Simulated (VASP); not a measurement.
A snapshot from molecular dynamics of Li₂O, step 191; the first frame, the perfect lattice, has an electronic free energy F (no ionic kinetic energy) of -4.777 eV/atom.

Consider the following.

```
Li2O
1.0
    9.24000     0.00000     0.00000
    0.00000     9.24000     0.00000
    0.00000     0.00000     9.24000
Li O
64 32
Cartesian
  5.68913   1.32458   1.18217
  8.03297   3.53025   3.48884
  8.12122   3.38232   1.09090
  1.27968   5.82585   3.32646
  8.05805   1.14137   3.30482
  0.89491   3.36464   5.54041
  1.06278   1.09383   1.23132
  3.51877   3.63184   3.23099
  3.38049   3.45892   0.97025
  5.75648   5.74954   3.46628
  5.68742   5.66905   1.05056
  8.27818   8.07053   3.50949
  7.89023   7.88624   1.37419
  1.14911   1.16016   3.55647
  3.39055   1.26044   3.60192
  5.50992   3.39357   5.63086
  5.68718   3.46189   3.45995
  8.32687   5.74356   5.76213
  8.13394   5.86790   3.38814
  1.31745   7.86882   5.84740
  5.81693   1.14437   5.83384
  7.88041   3.42149   8.25745
  7.86097   3.57469   5.78935
  1.16066   5.89348   8.11359
  8.08375   1.18398   7.79909
  1.07635   3.45453   1.07131
  1.15203   5.70324   1.09650
  3.53585   8.06743   3.58822
  3.42010   8.09063   1.26959
  5.76703   1.23768   3.56101
  1.23502   3.56637   3.34824
  3.69439   5.70781   5.87176
  3.52023   5.89167   3.49643
  5.86823   8.13545   5.84894
  5.82580   8.17531   3.55783
  8.01175   1.12237   5.67785
  1.06721   1.13930   5.84963
  3.40293   3.45483   7.87821
  3.37139   3.42575   5.66387
  5.81280   5.92093   8.11547
  5.85313   5.72529   5.94309
  8.24931   8.07445   8.14585
  8.17884   7.99553   5.88068
  1.10683   1.19149   8.19365
  3.47599   1.01008   8.17046
  5.79335   3.40645   1.21347
  5.64756   3.49312   8.03182
  8.08328   5.82465   0.97567
  8.04766   5.66424   8.03919
  1.05649   8.04397   0.99152
  1.31126   8.11332   3.37856
  3.49309   1.12278   5.86397
  1.31650   5.70910   5.72098
  3.65491   7.88651   8.13327
  3.55938   8.14458   5.92524
  5.74416   1.17315   8.13253
  1.05194   3.38873   7.96833
  3.50702   5.71311   1.12073
  3.39212   5.85802   7.97537
  5.75410   8.15008   1.20400
  5.94250   8.09832   8.03638
  7.97970   1.05514   1.06140
  1.25031   8.19416   8.04283
  3.39129   1.23386   1.23979
  4.70165   9.18876   0.08359
  6.86728   2.34296   9.22737
  6.92766   0.00398   2.30835
  0.11348   9.23414   9.16561
  2.24912   2.21292   9.22112
  4.56684   4.52271   9.12853
  6.88850   6.96868   9.23004
  2.36186   0.08740   2.37627
  4.64825   2.37807   2.34491
  6.88065   4.57751   2.21074
  4.62411   0.06674   4.83600
  6.75492   2.34257   4.59401
  6.96920   9.16570   6.91404
  9.18747   4.59991   9.22255
  2.28358   6.93806   9.16680
  0.07916   2.42425   2.26777
  2.20510   4.61046   2.22985
  4.55403   6.95377   2.41960
  0.11861   0.03276   4.62858
  2.32619   2.40493   4.54726
  4.62192   4.68504   4.50899
  7.03458   6.92737   4.73650
  2.43512   0.00788   7.06822
  4.58015   2.24003   6.94027
  6.95470   4.62064   7.04813
  9.23719   6.93101   2.36685
  9.11777   4.60864   4.63795
  2.24836   6.95594   4.67459
  9.21286   2.33519   6.89024
  2.36318   4.56198   6.95751
  4.67426   6.94981   6.90290
  0.10051   6.81361   6.96313
```

Computed with PBE GGA, VASP's PBE PAW potentials (set 64) (plane waves; VASP). Settings: PREC = Normal, LREAL = Auto, ISYM = 0, EDIFF = 1E-5, 400 eV cut-off, 1×1×1 Γ-centred mesh, Fermi-Dirac smearing of 0.12 eV, potentials Li O.

Problem. Give F per atom of this frame and the forces (eV/Å).

Solution. -4.731 eV/atom.
```csv
atom,Fx,Fy,Fz
Li1,0.09,-0.94,-0.07
Li2,0.10,-0.08,-0.36
Li3,-0.20,0.44,0.68
Li4,-0.62,0.10,0.55
Li5,0.31,0.35,0.37
Li6,0.54,0.04,0.52
Li7,0.46,0.33,-0.09
Li8,-0.31,-0.40,0.52
Li9,0.01,-0.15,-0.11
Li10,0.48,0.29,-0.02
Li11,0.52,0.14,0.45
Li12,-0.32,0.31,0.73
Li13,0.32,0.59,-0.46
Li14,0.20,0.45,-0.30
Li15,0.42,-0.21,-0.42
Li16,0.55,-0.07,0.42
Li17,0.50,0.27,-0.26
Li18,-0.82,0.39,0.13
Li19,-0.35,-0.69,0.48
Li20,-0.60,1.07,0.03
Li21,-0.44,0.10,0.14
Li22,0.74,0.56,-1.02
Li23,0.20,-0.41,0.18
Li24,-0.15,-0.92,-0.22
Li25,-0.04,-0.19,0.98
Li26,0.32,-0.19,-0.09
Li27,-0.08,0.09,-0.04
Li28,-0.12,0.63,0.15
Li29,0.06,0.26,-0.24
Li30,-0.49,-0.38,-0.38
Li31,-0.53,-0.62,0.23
Li32,-0.74,0.05,-0.64
Li33,-0.33,-0.29,0.32
Li34,-0.17,-0.46,-0.49
Li35,0.14,-0.31,0.07
Li36,0.36,0.11,-0.43
Li37,0.58,-0.28,0.06
Li38,0.12,-0.50,0.84
Li39,-0.53,0.15,-0.01
Li40,-0.28,-0.78,-0.09
Li41,0.67,0.29,-0.79
Li42,-0.29,-0.14,0.16
Li43,0.04,0.13,-0.34
Li44,0.50,-0.04,-0.35
Li45,-0.08,0.38,0.19
Li46,-0.07,0.50,-0.44
Li47,0.25,-0.06,0.02
Li48,-0.12,-0.84,0.56
Li49,0.55,0.31,-0.05
Li50,0.19,-0.07,0.41
Li51,-0.36,0.16,0.46
Li52,-0.28,0.22,0.22
Li53,-0.19,-0.54,0.28
Li54,-0.43,1.25,0.55
Li55,-0.14,0.00,-0.28
Li56,0.01,-0.13,0.09
Li57,0.29,0.68,0.09
Li58,-0.50,0.19,-0.07
Li59,0.05,-1.01,0.50
Li60,-0.32,-0.09,-0.13
Li61,-0.33,0.29,0.55
Li62,0.20,0.00,-0.50
Li63,0.31,-0.21,0.07
Li64,0.03,-0.33,-0.01
O65,-0.33,0.30,-0.35
O66,-0.07,-0.88,0.32
O67,0.10,-0.01,0.36
O68,-1.10,-0.03,0.42
O69,0.26,0.70,0.30
O70,-0.09,1.11,0.72
O71,0.42,-0.28,0.33
O72,-0.20,-0.58,-0.02
O73,-0.50,-0.25,-0.32
O74,0.08,0.56,0.37
O75,0.32,-0.58,-1.30
O76,1.01,-0.01,0.43
O77,0.50,0.76,0.07
O78,0.11,0.17,-0.03
O79,0.49,-0.15,0.71
O80,-1.04,-1.07,0.33
O81,1.14,0.65,-0.32
O82,0.46,-0.04,-0.63
O83,-0.85,-0.17,0.02
O84,-0.51,-0.16,0.33
O85,-0.19,-0.35,0.82
O86,-0.27,0.18,-0.64
O87,-0.67,-0.55,-0.97
O88,0.38,0.53,-0.23
O89,-0.88,0.01,-0.52
O90,0.33,0.19,-1.02
O91,0.76,-0.12,-0.69
O92,1.28,-0.58,-0.91
O93,-0.54,-0.52,-0.31
O94,-0.23,0.85,-0.88
O95,0.23,-0.45,0.44
O96,-0.29,0.93,-0.16
```

The cell is a supercell, built from Li2O (antifluorite). Its lattice is the typed one, not relaxed at this level.
